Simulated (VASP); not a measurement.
All values below come from r2SCAN meta-GGA, VASP's PBE PAW potentials (set 64) (plane waves; VASP).

VASP input:

**POSCAR**
```
Ru(100) slab
1
    4.2655517268     0.0000000000     0.0000000000
    0.0000000000     2.7089503423     0.0000000000
    0.0000000000     0.0000000000    24.3782699651
Ru
8
Direct
  0.2500000000   0.5000000000   0.3716880000
  0.7500000000   0.0000000000   0.3396100000
  0.2500000000   0.0000000000   0.4679220000
  0.7500000000   0.5000000000   0.4358440000
  0.2500000000   0.5000000000   0.5641560000
  0.7500000000   0.0000000000   0.5320780000
  0.2500000000   0.0000000000   0.6603900000
  0.7500000000   0.5000000000   0.6283120000
```

KPOINTS:
```
Automatic mesh
0
Gamma
7 10 1
0 0 0
```

INCAR:
```
PREC  =  Normal
METAGGA  =  R2SCAN
IBRION  =  2
EDIFF  =  1E-5
SYSTEM  =  Ru(100) slab
IDIPOL  =  3
ENCUT  =  400   # plane-wave cut-off (eV)
LMAXMIX  =  4
LREAL  =  .FALSE.
NELMIN  =  4
LASPH  =  .TRUE.   # aspherical one-centre terms
EDIFFG  =  -0.03
ISIF  =  2
LMIXTAU  =  .TRUE.
NSW  =  50
DIPOL  =  0.5 0.5 0.5
LWAVE  =  .TRUE.
ALGO  =  Normal   # blocked Davidson
LCHARG  =  .FALSE.
ISMEAR  =  1
NELM  =  100
SIGMA  =  0.1
LDIPOL  =  .TRUE.
```

POTCAR, in this order: Ru_pv (PBE.64 set). Program: vasp_std.

Output of the run:

### OSZICAR
```
...
DAV:   6    -0.198747222184E+03   -0.75449E-03   -0.84188E-04  3942   0.201E-01    0.700E-02
DAV:   7    -0.198749231499E+03   -0.20093E-02   -0.96835E-04  3500   0.128E-01    0.245E-02
DAV:   8    -0.198749625334E+03   -0.39383E-03   -0.12564E-04  3150   0.603E-02    0.180E-02
DAV:   9    -0.198749698441E+03   -0.73107E-04   -0.28213E-05  2609   0.425E-02    0.127E-02
DAV:  10    -0.198749895591E+03   -0.19715E-03   -0.79449E-05  2972   0.575E-02    0.611E-03
DAV:  11    -0.198749845486E+03    0.50105E-04   -0.10419E-04  2849   0.560E-02    0.334E-03
DAV:  12    -0.198750009802E+03   -0.16432E-03   -0.77673E-05  2778   0.544E-02    0.217E-03
DAV:  13    -0.198749994884E+03    0.14919E-04   -0.10237E-05  2040   0.206E-02    0.139E-03
DAV:  14    -0.198750027837E+03   -0.32953E-04   -0.16126E-05  2303   0.281E-02    0.104E-03
DAV:  15    -0.198750094134E+03   -0.66298E-04   -0.18298E-05  2495   0.327E-02    0.837E-04
DAV:  16    -0.198750089322E+03    0.48125E-05   -0.65389E-06  1913   0.180E-02
   5 F= -.19875009E+03 E0= -.19874936E+03  d E =-.839066E-02
       N       E                     dE             d eps       ncg     rms          rms(c)
DAV:   1    -0.198675161342E+03    0.74933E-01   -0.87519E+00  3511   0.286E+01    0.583E-01
DAV:   2    -0.198749109642E+03   -0.73948E-01   -0.68198E-01  3244   0.489E+00    0.118E+00
DAV:   3    -0.198744950360E+03    0.41593E-02   -0.72025E-02  4000   0.228E+00    0.476E-01
DAV:   4    -0.198748457410E+03   -0.35070E-02   -0.19249E-02  4040   0.103E+00    0.376E-01
DAV:   5    -0.198749918161E+03   -0.14608E-02   -0.58431E-03  3947   0.641E-01    0.170E-01
DAV:   6    -0.198750880282E+03   -0.96212E-03   -0.13344E-03  3977   0.252E-01    0.897E-02
DAV:   7    -0.198753664928E+03   -0.27846E-02   -0.15110E-03  3554   0.158E-01    0.308E-02
DAV:   8    -0.198754150188E+03   -0.48526E-03   -0.16945E-04  3148   0.640E-02    0.216E-02
DAV:   9    -0.198754274979E+03   -0.12479E-03   -0.38970E-05  3026   0.496E-02    0.167E-02
DAV:  10    -0.198754519482E+03   -0.24450E-03   -0.66191E-05  2575   0.460E-02    0.736E-03
DAV:  11    -0.198754383084E+03    0.13640E-03   -0.14005E-04  3017   0.645E-02    0.408E-03
DAV:  12    -0.198754616497E+03   -0.23341E-03   -0.79123E-05  2934   0.586E-02    0.273E-03
DAV:  13    -0.198754673853E+03   -0.57356E-04   -0.14194E-05  2256   0.259E-02    0.171E-03
DAV:  14    -0.198754675721E+03   -0.18684E-05   -0.15662E-05  2371   0.278E-02
   6 F= -.19875468E+03 E0= -.19875403E+03  d E =-.129771E-01
       N       E                     dE             d eps       ncg     rms          rms(c)
DAV:   1    -0.198753552381E+03    0.11215E-02   -0.13348E-01  3492   0.353E+00    0.705E-02
DAV:   2    -0.198753911371E+03   -0.35899E-03   -0.10434E-02  3247   0.601E-01    0.140E-01
DAV:   3    -0.198754181190E+03   -0.26982E-03   -0.96885E-04  3973   0.258E-01    0.595E-02
DAV:   4    -0.198754330261E+03   -0.14907E-03   -0.29501E-04  3894   0.128E-01    0.444E-02
DAV:   5    -0.198754457797E+03   -0.12754E-03   -0.89053E-05  3222   0.803E-02    0.227E-02
DAV:   6    -0.198754526079E+03   -0.68283E-04   -0.30882E-05  2505   0.396E-02    0.121E-02
DAV:   7    -0.198754715717E+03   -0.18964E-03   -0.44516E-05  2812   0.415E-02    0.734E-03
DAV:   8    -0.198754772206E+03   -0.56489E-04   -0.67278E-06  1930   0.202E-02    0.307E-03
DAV:   9    -0.198754827486E+03   -0.55279E-04   -0.10493E-05  2056   0.196E-02    0.169E-03
DAV:  10    -0.198754799034E+03    0.28452E-04   -0.17327E-05  2352   0.316E-02    0.120E-03
DAV:  11    -0.198754787402E+03    0.11632E-04   -0.67227E-06  1951   0.192E-02    0.753E-04
DAV:  12    -0.198754812958E+03   -0.25556E-04   -0.53243E-06  1908   0.159E-02    0.507E-04
DAV:  13    -0.198754818084E+03   -0.51263E-05   -0.49232E-06  1739   0.184E-02
   7 F= -.19875482E+03 E0= -.19875422E+03  d E =-.131194E-01
       N       E                     dE             d eps       ncg     rms          rms(c)
DAV:   1    -0.198723404345E+03    0.31409E-01   -0.37373E+00  3454   0.188E+01    0.412E-01
DAV:   2    -0.198747938411E+03   -0.24534E-01   -0.29364E-01  3352   0.334E+00    0.821E-01
DAV:   3    -0.198748813018E+03   -0.87461E-03   -0.38760E-02  4001   0.166E+00    0.374E-01
DAV:   4    -0.198752886230E+03   -0.40732E-02   -0.95882E-03  3877   0.605E-01    0.169E-01
DAV:   5    -0.198754446724E+03   -0.15605E-02   -0.25478E-03  3925   0.448E-01    0.154E-01
DAV:   6    -0.198754901905E+03   -0.45518E-03   -0.10325E-03  3843   0.277E-01    0.870E-02
DAV:   7    -0.198756098820E+03   -0.11969E-02   -0.61724E-04  3732   0.195E-01    0.856E-02
DAV:   8    -0.198756862906E+03   -0.76409E-03   -0.41032E-04  3753   0.138E-01    0.163E-02
DAV:   9    -0.198757207561E+03   -0.34465E-03   -0.81471E-05  2866   0.373E-02    0.110E-02
DAV:  10    -0.198757495543E+03   -0.28798E-03   -0.48320E-05  2569   0.354E-02    0.515E-03
DAV:  11    -0.198757539999E+03   -0.44456E-04   -0.64694E-05  2921   0.425E-02    0.321E-03
DAV:  12    -0.198757649947E+03   -0.10995E-03   -0.26708E-05  2320   0.327E-02    0.251E-03
DAV:  13    -0.198757681319E+03   -0.31372E-04   -0.12048E-05  2054   0.270E-02    0.129E-03
DAV:  14    -0.198757662723E+03    0.18596E-04   -0.96260E-06  1986   0.237E-02    0.982E-04
DAV:  15    -0.198757704588E+03   -0.41865E-04   -0.81954E-06  1883   0.223E-02    0.724E-04
DAV:  16    -0.198757728034E+03   -0.23446E-04   -0.50020E-06  1779   0.177E-02    0.484E-04
DAV:  17    -0.198757734760E+03   -0.67255E-05   -0.35420E-06  1814   0.135E-02
   8 F= -.19875773E+03 E0= -.19875716E+03  d E =-.291668E-02
       N       E                     dE             d eps       ncg     rms          rms(c)
DAV:   1    -0.198756512609E+03    0.12154E-02   -0.14322E-01  3446   0.369E+00    0.804E-02
DAV:   2    -0.198756493240E+03    0.19370E-04   -0.11396E-02  3280   0.655E-01    0.161E-01
DAV:   3    -0.198756815886E+03   -0.32265E-03   -0.13695E-03  3902   0.318E-01    0.736E-02
DAV:   4    -0.198757130193E+03   -0.31431E-03   -0.39177E-04  3826   0.122E-01    0.316E-02
DAV:   5    -0.198757304618E+03   -0.17442E-03   -0.10087E-04  3257   0.881E-02    0.309E-02
DAV:   6    -0.198757419499E+03   -0.11488E-03   -0.43260E-05  2859   0.579E-02    0.165E-02
DAV:   7    -0.198757651234E+03   -0.23173E-03   -0.47462E-05  2815   0.506E-02    0.166E-02
DAV:   8    -0.198757722578E+03   -0.71345E-04   -0.20435E-05  2172   0.352E-02    0.324E-03
DAV:   9    -0.198757763841E+03   -0.41263E-04   -0.17200E-05  2128   0.258E-02    0.225E-03
DAV:  10    -0.198757805067E+03   -0.41227E-04   -0.18737E-05  2176   0.325E-02    0.128E-03
DAV:  11    -0.198757832353E+03   -0.27286E-04   -0.79972E-06  2005   0.200E-02    0.788E-04
DAV:  12    -0.198757833910E+03   -0.15565E-05   -0.43518E-06  1900   0.148E-02
   9 F= -.19875783E+03 E0= -.19875727E+03  d E =-.301583E-02
       N       E                     dE             d eps       ncg     rms          rms(c)
DAV:   1    -0.198751020202E+03    0.68122E-02   -0.75791E-01  3521   0.868E+00    0.167E-01
DAV:   2    -0.198755095145E+03   -0.40749E-02   -0.60472E-02  3250   0.150E+00    0.303E-01
DAV:   3    -0.198755827398E+03   -0.73225E-03   -0.50803E-03  3947   0.604E-01    0.143E-01
DAV:   4    -0.198756990158E+03   -0.11628E-02   -0.15952E-03  3863   0.251E-01    0.621E-02
DAV:   5    -0.198757276341E+03   -0.28618E-03   -0.30536E-04  3871   0.146E-01    0.625E-02
DAV:   6    -0.198757475023E+03   -0.19868E-03   -0.20650E-04  3751   0.123E-01    0.358E-02
DAV:   7    -0.198757888560E+03   -0.41354E-03   -0.14806E-04  3008   0.686E-02    0.207E-02
DAV:   8    -0.198757993156E+03   -0.10460E-03   -0.29496E-05  2479   0.459E-02    0.672E-03
DAV:   9    -0.198758151220E+03   -0.15806E-03   -0.26858E-05  2344   0.296E-02    0.375E-03
DAV:  10    -0.198758175471E+03   -0.24251E-04   -0.17507E-05  2112   0.291E-02    0.238E-03
DAV:  11    -0.198758235288E+03   -0.59817E-04   -0.27909E-05  2608   0.377E-02    0.134E-03
DAV:  12    -0.198758227631E+03    0.76571E-05   -0.11360E-05  2053   0.237E-02
  10 F= -.19875823E+03 E0= -.19875759E+03  d E =-.393721E-03
```

File OUTCAR:
```
------------------------ aborting loop because EDIFF is reached ----------------------------------------
  FORCE on cell =-STRESS in cart. coord.  units (eV):
  Direction    XX          YY          ZZ          XY          YZ          ZX
  --------------------------------------------------------------------------------------
  Total       -0.9597560     -5.8027128     -0.5643056      0.0000000      0.0000000      0.0000000
  in kB       -5.4587384    -33.0036916     -3.2095621      0.0000000      0.0000000      0.0000000
  external PRESSURE =     -13.8906640 kB  Pullay stress =       0.0000000 kB
  volume of cell :      281.70
      direct lattice vectors                 reciprocal lattice vectors
     4.265551727  0.000000000  0.000000000     0.234436261  0.000000000  0.000000000
     0.000000000  2.708950342  0.000000000     0.000000000  0.369146671  0.000000000
     0.000000000  0.000000000 24.378269965     0.000000000  0.000000000  0.041020138
 POSITION                                       TOTAL-FORCE (eV/Angst)
 -----------------------------------------------------------------------------------
      1.06639      1.35448      9.05471        -0.000000     -0.000000     -0.001379
      3.19916      2.70895      8.41297        -0.000000      0.000000     -0.010559
      1.06639      0.00000     11.36250        -0.000000      0.000000     -0.006175
      3.19916      1.35448     10.61264         0.000000      0.000000      0.014956
      1.06639      1.35448     13.76563         0.000000      0.000000     -0.014956
      3.19916      2.70895     13.01577         0.000000      0.000000      0.006175
      1.06639      2.70895     15.96530        -0.000000      0.000000      0.010559
      3.19916      1.35448     15.32356         0.000000      0.000000      0.001379
 -----------------------------------------------------------------------------------
    total drift:                                0.000000     -0.000000      0.000000
  FREE ENERGIE OF THE ION-ELECTRON SYSTEM (eV)
  ---------------------------------------------------
  free  energy   TOTEN  =      -198.7582276308 eV

  energy  without entropy=     -198.7563248622  energy(sigma->0) =     -198.75759337

 reached required accuracy - stopping structural energy minimisation
```
(Selected blocks of OUTCAR.)

CONTCAR:
```
Ru(100) slab
   1.00000000000000
     4.2655517268000001    0.0000000000000000    0.0000000000000000
     0.0000000000000000    2.7089503423000001    0.0000000000000000
     0.0000000000000000    0.0000000000000000   24.3782699650999994
  Ru
     8
Direct
     0.2500000000000000    0.5000000000000000    0.3714256493034006
     0.7500000000000000    1.0000000000000000    0.3451013942466853
     0.2500000000000000    0.0000000000000000    0.4660913910676923
     0.7500000000000000    0.5000000000000000    0.4353319693127207
     0.2500000000000000    0.5000000000000000    0.5646680306872793
     0.7500000000000000    1.0000000000000000    0.5339086089323078
     0.2500000000000000    1.0000000000000000    0.6548986057533149
     0.7500000000000000    0.5000000000000000    0.6285743506965995
```

The cell is a thin slab with vacuum, built from Ru (hcp): (100) face.
